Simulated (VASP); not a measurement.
Crystal: Al3Si2F.

```
Al Si F
1.0
    -1.70750    2.41500    5.12500
     1.70750   -2.41500    5.12500
     1.70750    2.41500   -5.12500
Al Si F
3 2 1
Direct
  0.83330 0.33330 0.50000
  0.16670 0.66670 0.50000
  0.50000 0.00000 0.50000
  0.66670 0.66670 0.00000
  0.33330 0.33330 0.00000
  0.00000 0.00000 0.00000
```

The cell was built by a generator and needn't be a form met in nature.

| Item | Value |
| --- | --- |
| Program | VASP 6.6.1 |
| Task | relaxation of cell and atoms |
| Functional | PBE |
| Potentials or basis | VASP PAW PBE potentials, release 64 (Al, Si, F) |
| Cutoff | 520 eV |
| k mesh | 5 × 5 × 5 |
| Occupations | gaussian, width 0.15 eV |
| Spin | no spin polarisation |

At the start: pressure 18.6 GPa; volume 14.09 Å³/atom.

**Question.** How do energy, volume and symmetry change on relaxing?

**Answer.** Over 11 steps the energy falls by 140.0 meV/atom and the volume is 16.71 Å³/atom (+18.6 %); space group Immm (No. 71, to 0.05 Å).

Step by step:
| step | energy change (eV) | largest force (eV/Å) | pressure (GPa) | volume (Å³) |
| --- | --- | --- | --- | --- |
| 1 | 0.0000 | 1.0027 | 18.61 | 84.53 |
| 2 | -0.7039 | 0.1935 | -4.93 | 106.15 |
| 3 | -0.8095 | 0.1972 | -0.21 | 99.41 |
| 4 | -0.8094 | 0.1974 | -0.40 | 99.73 |
| 5 | -0.8203 | 0.1522 | -0.18 | 99.54 |
| 6 | -0.8227 | 0.1223 | -0.01 | 99.39 |
| 7 | -0.8259 | 0.0998 | 0.10 | 99.33 |
| 8 | -0.8300 | 0.1023 | 0.23 | 99.14 |
| 9 | -0.8331 | 0.0912 | 0.19 | 99.48 |
| 10 | -0.8384 | 0.0483 | -0.65 | 100.48 |
| 11 | -0.8401 | 0.0283 | -0.31 | 100.28 |

Final structure:
```
CELL_PARAMETERS angstrom
-1.78381 2.48041 5.66636
1.78381 -2.48041 5.66636
1.78381 2.48041 -5.66636
ATOMIC_POSITIONS crystal
Al 0.83095 0.33095 0.50000
Al 0.16905 0.66905 0.50000
Al 0.50000 0.00000 0.50000
Si 0.65934 0.65934 0.00000
Si 0.34066 0.34066 0.00000
F 0.00000 0.00000 0.00000
```

Caveat: the k mesh is coarse (spacing up to 0.45 Å⁻¹), so the values aren't converged; the volume moved by over 15 % at a fixed basis, so the end points are rough.
